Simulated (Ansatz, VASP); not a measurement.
# PtAu2 (Au-Pt-Au stack, (111) layers): VASP beside Ansatz

One calculation is typed for both programs; each brings its own data sets. How far apart do they land? The cell is taken from a series of runs on this material, whose earlier steps may have relaxed, scaled, displaced or heated it; both programs get it as it stands.

Method: plane waves, with VASP 6.6.1 beside it; PBEsol, in Ansatz 0.2.0.

## Step 1: The starting structure

The cell holds 3 atoms: 2 Au and 1 Pt. Its edges and angles: a = 2.747 Å, b = 2.747 Å, c = 32.853 Å, α = 90.0°, β = 90.0°, γ = 120.0°. It derives from PtAu2. Vacuum lies along c.

## Step 2: VASP: zone-centre phonons, PBEsol

Second derivatives magnify differences that forces hide, and they need a tight electronic threshold.

Lines of VASP's logs that name or quote its potential files are left out, and so is its time.

INCAR reads:

```
SYSTEM = PtAu2
PREC = Accurate
ENCUT = 500
EDIFF = 1E-08
NELM = 120
ISMEAR = 1
SIGMA = 0.2
LREAL = .FALSE.
ALGO = Normal
GGA = PS
NBANDS = 22
LASPH = .TRUE.
LORBIT = 11
LWAVE = .FALSE.
LCHARG = .FALSE.
ISIF = 2
IBRION = 8
GGA_COMPAT = .FALSE.
NELMDL = -8
```

POSCAR reads:

```
PtAu2
1.0
    2.7472768566      0.0000000000      0.0000000000
   -1.3736384283      2.3792115490      0.0000000000
    0.0000000000      0.0000000000     32.8528545601
Au Pt
2 1
Direct
    1.0000000000      0.0000000000      0.1626794589
    0.6666666666      0.3333333334      0.3099257441
    0.3333333333      0.6666666667      0.2363026015
```

KPOINTS reads:

```
Automatic mesh
0
Gamma
9 9 1
0 0 0
```

The projector-augmented-wave data sets are Au and Pt (PBE family, release 64).

On the command line:

```sh
$ mpirun -np 1 vasp_std
```

Numbers of over 12 decimals in the logs are rounded to 6 here.

The program printed:

```text
[banner, memory and clock lines left out]
running    1 mpi-ranks, on    1 nodes
 distrk:  each k-point on    1 cores,    1 groups
 distr:  one band on    1 cores,    1 groups

 POSCAR found type information on POSCAR AuPt
 POSCAR found :  2 types and       3 ions
|                                                                             |
|               ----> ADVICE to this user running VASP <----                  |
|                                                                             |
|     You enforced a specific xc type in the INCAR file but a different       |
|     [... a line on the potential file left out ...]
|     I HOPE YOU KNOW WHAT YOU ARE DOING!                                     |
|                                                                             |

 LDA part: xc-table for (Slater+PW92), standard interpolation
 POSCAR, INCAR and KPOINTS ok, starting setup
 FFT: planning ... GRIDC
 FFT: planning ... GRID_SOFT
 FFT: planning ... GRID
 WAVECAR not read
 entering main loop
       N       E                     dE             d eps       ncg     rms          rms(c)
DAV:   1     0.218452976839E+03    0.21845E+03   -0.12327E+04   528   0.111E+03
DAV:   2    -0.435091805108E+01   -0.22280E+03   -0.21026E+03   760   0.225E+02
DAV:   3    -0.149365994555E+02   -0.10586E+02   -0.10221E+02   642   0.525E+01
DAV:   4    -0.150931795736E+02   -0.15658E+00   -0.15645E+00   686   0.692E+00
DAV:   5    -0.150964990850E+02   -0.33195E-02   -0.33194E-02   684   0.919E-01
DAV:   6    -0.150966118910E+02   -0.11281E-03   -0.11280E-03   680   0.158E-01
DAV:   7    -0.150966168864E+02   -0.49954E-05   -0.49955E-05   712   0.282E-02
DAV:   8    -0.150966170990E+02   -0.21258E-06   -0.21245E-06   644   0.524E-03    0.174E+01
DAV:   9    -0.140723389858E+02    0.10243E+01   -0.36556E+00   600   0.183E+01    0.110E+01
DAV:  10    -0.142918101737E+02   -0.21947E+00   -0.25340E+00   602   0.158E+01    0.692E+00
DAV:  11    -0.139603660235E+02    0.33144E+00   -0.33330E+00   546   0.163E+01    0.209E+00
DAV:  12    -0.139546674889E+02    0.56985E-02   -0.10847E-01   648   0.257E+00    0.966E-01
DAV:  13    -0.139431091496E+02    0.11558E-01   -0.34120E-02   554   0.195E+00    0.268E-01
DAV:  14    -0.139431206523E+02   -0.11503E-04   -0.24182E-03   636   0.351E-01    0.206E-01
[...]
DAV:  22    -0.139430523959E+02   -0.10878E-05   -0.10904E-07   592   0.146E-03    0.133E-03
DAV:  23    -0.139430526512E+02   -0.25522E-06   -0.29093E-08   444   0.180E-03    0.448E-04
DAV:  24    -0.139430532033E+02   -0.55212E-06   -0.29875E-08   450   0.148E-03    0.418E-04
DAV:  25    -0.139430533431E+02   -0.13983E-06   -0.33988E-09   422   0.470E-04    0.227E-04
DAV:  26    -0.139430534589E+02   -0.11577E-06   -0.48057E-09   382   0.608E-04    0.107E-04
DAV:  27    -0.139430535027E+02   -0.43785E-07   -0.59580E-10   408   0.125E-04    0.691E-05
DAV:  28    -0.139430535218E+02   -0.19157E-07   -0.45684E-10   372   0.194E-04    0.314E-05
DAV:  29    -0.139430535316E+02   -0.98185E-08   -0.10603E-10   354   0.495E-05
   1 F= -.13943054E+02 E0= -.13942738E+02  d E =-.945714E-03
 Linear response reoptimize wavefunctions to high precision
DAV:   1    -0.139430535361E+02   -0.44442E-08   -0.29640E-11   366   0.485E-05
DAV:   2    -0.139430535361E+02    0.72760E-11    0.27759E-12   360   0.130E-05
 Linear response DOF=           4
 Linear response progress:
  Degree of freedom:   1/  4
       N       E                     dE             d eps       ncg     rms          rms(c)
RMM:   1    -0.265612694896E+00   -0.26561E+00   -0.23008E-01  2967   0.336E+00
RMM:   2    -0.264585916760E+00    0.10268E-02   -0.30057E-03  2735   0.375E-01    0.869E-02
RMM:   3    -0.263869410195E+00    0.71651E-03   -0.25571E-04  2803   0.966E-02    0.448E-02
RMM:   4    -0.263299292034E+00    0.57012E-03   -0.37532E-04  2904   0.101E-01    0.120E-02
RMM:   5    -0.263250185067E+00    0.49107E-04   -0.99232E-06  2906   0.210E-02    0.621E-03
RMM:   6    -0.263109674781E+00    0.14051E-03   -0.45682E-07  2995   0.442E-03    0.950E-04
RMM:   7    -0.263108940624E+00    0.73416E-06   -0.34775E-08  3051   0.947E-04    0.376E-04
RMM:   8    -0.263108150836E+00    0.78979E-06   -0.12803E-08  3000   0.621E-04    0.134E-04
RMM:   9    -0.263105125788E+00    0.30250E-05    0.15736E-08  3057   0.185E-04    0.191E-05
RMM:  10    -0.263105163633E+00   -0.37845E-07    0.97831E-09  3096   0.355E-05    0.876E-06
RMM:  11    -0.263105234439E+00   -0.70806E-07    0.71096E-09  3089   0.140E-05    0.282E-06
RMM:  12    -0.263105230560E+00    0.38798E-08    0.47937E-09  3054   0.638E-06    0.909E-07
 first order change of Fermi-energy   0.27495E-03
 force on displaced ion       1 direction 1 :  -0.387  -0.000   0.000
 Linear response progress:
  Degree of freedom:   2/  4
       N       E                     dE             d eps       ncg     rms          rms(c)
RMM:   1    -0.365824444289E+00   -0.36582E+00   -0.25809E-01   896   0.357E+00
RMM:   2    -0.363027878812E+00    0.27966E-02   -0.43781E-03   799   0.438E-01    0.204E-01
RMM:   3    -0.362835179729E+00    0.19270E-03   -0.69785E-04   848   0.142E-01    0.134E-01
RMM:   4    -0.363107134717E+00   -0.27195E-03   -0.39055E-04   871   0.114E-01    0.562E-02
RMM:   5    -0.363136634312E+00   -0.29500E-04   -0.94154E-05   881   0.534E-02    0.198E-02
RMM:   6    -0.363067952693E+00    0.68682E-04   -0.21626E-05   855   0.243E-02    0.151E-02
RMM:   7    -0.363026074024E+00    0.41879E-04   -0.42948E-06   884   0.107E-02    0.466E-03
RMM:   8    -0.362977399430E+00    0.48675E-04   -0.41258E-07   886   0.407E-03    0.637E-04
RMM:   9    -0.362968381188E+00    0.90182E-05   -0.25718E-08   891   0.951E-04    0.323E-04
RMM:  10    -0.362965972955E+00    0.24082E-05   -0.22177E-09   890   0.313E-04    0.953E-05
RMM:  11    -0.362963536950E+00    0.24360E-05   -0.15410E-09   904   0.161E-04    0.418E-05
RMM:  12    -0.362963297918E+00    0.23903E-06    0.24584E-09   908   0.802E-05    0.252E-05
RMM:  13    -0.362962492735E+00    0.80518E-06    0.10133E-08   930   0.782E-05    0.168E-05
RMM:  14    -0.362962283547E+00    0.20919E-06    0.82802E-09   940   0.644E-05    0.108E-05
RMM:  15    -0.362962228657E+00    0.54890E-07    0.23159E-08   942   0.462E-05    0.621E-06
RMM:  16    -0.362962231399E+00   -0.27412E-08    0.10028E-08   946   0.323E-05    0.410E-06
 first order change of Fermi-energy   0.33075E+00
 force on displaced ion       1 direction 3 :   0.000  -0.000  -4.323
 Linear response progress:
  Degree of freedom:   3/  4
       N       E                     dE             d eps       ncg     rms          rms(c)
RMM:   1    -0.229295565209E+00   -0.22930E+00   -0.22292E-01  1884   0.271E+00
RMM:   2    -0.228116872851E+00    0.11787E-02   -0.26003E-03  1656   0.307E-01    0.105E-01
RMM:   3    -0.227380072311E+00    0.73680E-03   -0.32200E-04  1661   0.914E-02    0.557E-02
RMM:   4    -0.226840207197E+00    0.53987E-03   -0.39121E-04  1748   0.905E-02    0.138E-02
RMM:   5    -0.226738447832E+00    0.10176E-03   -0.18947E-05  1749   0.254E-02    0.484E-03
RMM:   6    -0.226708680162E+00    0.29768E-04   -0.31909E-06  1766   0.884E-03    0.485E-04
RMM:   7    -0.226707153110E+00    0.15271E-05   -0.11375E-07  1807   0.191E-03    0.523E-04
RMM:   8    -0.226702426125E+00    0.47270E-05   -0.17969E-08  1800   0.529E-04    0.131E-04
RMM:   9    -0.226701651900E+00    0.77423E-06   -0.57138E-10  1811   0.229E-04    0.173E-05
RMM:  10    -0.226701660942E+00   -0.90423E-08    0.55249E-08  1852   0.572E-05    0.814E-06
 first order change of Fermi-energy   0.86544E-07
 force on displaced ion       3 direction 1 :  -0.908   0.000   0.000
 Linear response progress:
  Degree of freedom:   4/  4
       N       E                     dE             d eps       ncg     rms          rms(c)
RMM:   1    -0.335814428431E+00   -0.33581E+00   -0.25515E-01   982   0.294E+00
RMM:   2    -0.329253940363E+00    0.65605E-02   -0.32995E-03   821   0.358E-01    0.270E-01
RMM:   3    -0.329230263505E+00    0.23677E-04   -0.35633E-04   838   0.100E-01    0.159E-01
RMM:   4    -0.329720594781E+00   -0.49033E-03   -0.31932E-04   881   0.899E-02    0.434E-02
RMM:   5    -0.329624197669E+00    0.96397E-04   -0.55295E-05   886   0.377E-02    0.244E-02
RMM:   6    -0.329611596707E+00    0.12601E-04   -0.52367E-06   849   0.110E-02    0.108E-02
RMM:   7    -0.329563367896E+00    0.48229E-04   -0.35592E-06   871   0.102E-02    0.873E-04
RMM:   8    -0.329553445416E+00    0.99225E-05   -0.76858E-08   880   0.167E-03    0.434E-04
RMM:   9    -0.329549487248E+00    0.39582E-05    0.25048E-09   884   0.370E-04    0.229E-04
RMM:  10    -0.329547332250E+00    0.21550E-05   -0.86727E-10   890   0.222E-04    0.403E-05
RMM:  11    -0.329547247133E+00    0.85118E-07    0.16091E-08   902   0.520E-05    0.127E-05
RMM:  12    -0.329547277578E+00   -0.30446E-07    0.47158E-08   909   0.311E-05    0.511E-06
RMM:  13    -0.329547284717E+00   -0.71388E-08    0.50414E-08   867   0.142E-05    0.345E-06
 first order change of Fermi-energy   0.13468E-02
 force on displaced ion       3 direction 3 :   0.000  -0.000  -8.382
 Linear response finished
```

From OUTCAR (step 2):

```text
ion  position               nearest neighbor table
   1  0.000  0.000  0.163-   3 2.89   3 2.89   3 2.89
   2  0.667  0.333  0.310-   3 2.89   3 2.89   3 2.89
   3  0.333  0.667  0.236-   1 2.89   2 2.89   2 2.89   1 2.89   2 2.89   1 2.89

  LATTYP: Found a hexagonal cell.
 ALAT       =     2.7472768566
 C/A-ratio  =    11.9583341159

 Subroutine GETGRP returns: Found 12 space group operations
 (whereof  6 operations were pure point group operations)

The static configuration has the point symmetry C_3v.
 The point group associated with its full space group is D_3d.

 Found     12 irreducible k-points:

   k-points           NKPTS =     12   k-points in BZ     NKDIM =     12   number of bands    NBANDS=     22

   dimension x,y,z NGX =    20 NGY =   20 NGZ =  240
   dimension x,y,z NGXF=    40 NGYF=   40 NGZF=  480

   ENCUT  =  500.0 eV  36.75 Ry    6.06 a.u.   5.01  5.01 59.90*2*pi/ulx,y,z

   NELECT =      32.0000    total number of electrons

 k-points in reciprocal lattice and weights: Automatic mesh
   0.00000000  0.00000000  0.00000000       0.012
   0.11111111  0.00000000  0.00000000       0.074
   0.22222222  0.00000000  0.00000000       0.074
   0.33333333  0.00000000  0.00000000       0.074
   0.44444444  0.00000000  0.00000000       0.074
   0.11111111  0.11111111  0.00000000       0.074
   0.22222222  0.11111111  0.00000000       0.148
   0.33333333  0.11111111  0.00000000       0.148
   0.44444444  0.11111111  0.00000000       0.074
   0.22222222  0.22222222  0.00000000       0.074
   0.33333333  0.22222222  0.00000000       0.148
   0.33333333  0.33333333  0.00000000       0.025

 average (electrostatic) potential at core
       1 -75.0520       2 -75.0520       3 -75.2518

  Total       -0.1044996     -0.1044996     -0.3624971      0.0000000      0.0000000      0.0000000
  in kB       -0.7796806     -0.7796806     -2.7046217      0.0000000      0.0000000      0.0000000
  external PRESSURE =      -1.4213276 kB  Pullay stress =       0.0000000 kB

  energy-cutoff  :      500.00
  volume of cell :      214.74
      direct lattice vectors                 reciprocal lattice vectors
     2.747276857  0.000000000  0.000000000     0.363996806  0.210153654  0.000000000
    -1.373638428  2.379211549  0.000000000     0.000000000  0.420307307  0.000000000
     0.000000000  0.000000000 32.852854560     0.000000000  0.000000000  0.030438755

 POSITION                                       TOTAL-FORCE (eV/Angst)
 -----------------------------------------------------------------------------------
      0.00000      0.00000      5.34448         0.000000     -0.000000      0.067128
      1.37364      0.79307     10.18195        -0.000000      0.000000     -0.067128
     -0.00000      1.58614      7.76321        -0.000000      0.000000     -0.000000
 -----------------------------------------------------------------------------------
    total drift:                                0.000000     -0.000000     -0.000024

 Eigenvectors and eigenvalues of the dynamical matrix
 ----------------------------------------------------

   1 f  =    3.961488 THz    24.890766 2PiTHz  132.141032 cm-1    16.383393 meV
             X         Y         Z           dx          dy          dz
      0.000000  0.000000  5.344485    -0.000000   -0.000000   -0.406714
      1.373638  0.793071 10.181945    -0.000000   -0.000000   -0.406714
     -0.000000  1.586141  7.763215     0.000000    0.000000    0.818027

   2 f  =    2.352695 THz    14.782416 2PiTHz   78.477445 cm-1     9.729959 meV
             X         Y         Z           dx          dy          dz
      0.000000  0.000000  5.344485     0.000000   -0.000000    0.707107
      1.373638  0.793071 10.181945     0.000000    0.000000   -0.707107
     -0.000000  1.586141  7.763215     0.000000    0.000000    0.000000

   3 f  =    1.308887 THz     8.223978 2PiTHz   43.659760 cm-1     5.413118 meV
             X         Y         Z           dx          dy          dz
      0.000000  0.000000  5.344485     0.409828    0.000003    0.000000
      1.373638  0.793071 10.181945     0.409828    0.000003   -0.000000
     -0.000000  1.586141  7.763215    -0.814912   -0.000005    0.000000

   4 f  =    1.308887 THz     8.223978 2PiTHz   43.659760 cm-1     5.413118 meV
             X         Y         Z           dx          dy          dz
      0.000000  0.000000  5.344485     0.000003   -0.409828   -0.000000
      1.373638  0.793071 10.181945     0.000003   -0.409828   -0.000000
     -0.000000  1.586141  7.763215    -0.000005    0.814912   -0.000000

   5 f  =    0.621217 THz     3.903224 2PiTHz   20.721582 cm-1     2.569148 meV
             X         Y         Z           dx          dy          dz
      0.000000  0.000000  5.344485    -0.707107    0.000006    0.000000
      1.373638  0.793071 10.181945     0.707107   -0.000006   -0.000000
     -0.000000  1.586141  7.763215     0.000000   -0.000000    0.000000

   6 f  =    0.621217 THz     3.903224 2PiTHz   20.721582 cm-1     2.569148 meV
             X         Y         Z           dx          dy          dz
      0.000000  0.000000  5.344485     0.000006    0.707107   -0.000000
      1.373638  0.793071 10.181945    -0.000006   -0.707107    0.000000
     -0.000000  1.586141  7.763215    -0.000000   -0.000000    0.000000

   7 f/i=    0.001544 THz     0.009700 2PiTHz    0.051495 cm-1     0.006385 meV
             X         Y         Z           dx          dy          dz
      0.000000  0.000000  5.344485     0.000000    0.000000   -0.578432
      1.373638  0.793071 10.181945     0.000000    0.000000   -0.578432
     -0.000000  1.586141  7.763215     0.000000    0.000000   -0.575180

   8 f/i=    0.006551 THz     0.041161 2PiTHz    0.218518 cm-1     0.027093 meV
             X         Y         Z           dx          dy          dz
      0.000000  0.000000  5.344485     0.060514    0.573044    0.000000
      1.373638  0.793071 10.181945     0.060514    0.573044    0.000000
     -0.000000  1.586141  7.763215     0.060866    0.576380    0.000000

   9 f/i=    0.006551 THz     0.041161 2PiTHz    0.218518 cm-1     0.027093 meV
             X         Y         Z           dx          dy          dz
      0.000000  0.000000  5.344485    -0.573044    0.060514    0.000000
      1.373638  0.793071 10.181945    -0.573044    0.060514    0.000000
     -0.000000  1.586141  7.763215    -0.576380    0.060866    0.000000

 ELASTIC MODULI CONTR FROM IONIC RELAXATION (kBar)
 Direction    XX          YY          ZZ          XY          YZ          ZX
 --------------------------------------------------------------------------------
 XX        -114.0762   -103.4559   -207.8178     -0.0000      5.7327      0.0000
 YY        -103.4559   -114.0762   -207.8178      0.0000     -5.7327     -0.0000
 ZZ        -207.8178   -207.8178   -397.0747      0.0000      0.0000     -0.0000
 XY          -0.0000      0.0000      0.0000     -5.3101      0.0000      3.4438
 YZ           5.7327     -5.7327      0.0000      0.0000     -6.1889     -0.0000
 ZX           0.0000     -0.0000     -0.0000      3.4438     -0.0000     -2.2334
 --------------------------------------------------------------------------------
```

Energies printed during the response cycles are not total energies of the cell. The PAW data sets were made with PBE, which is usual practice but a small mismatch for other functionals.

(Part 1 of 2 ends here.)

[Lines on the potential files, build, host, timing and source positions are cut from VASP's logs without a mark.]

[Logs are printed without paths, hosts, clocks, repeated set-up lines and the standing remarks that a program may print on its own settings, such as how far it seeks lower states.]

[Hosts, paths, dates, database ids (printed as entryN), source tags and the programs' standing remarks are cut or masked in the printed files.]
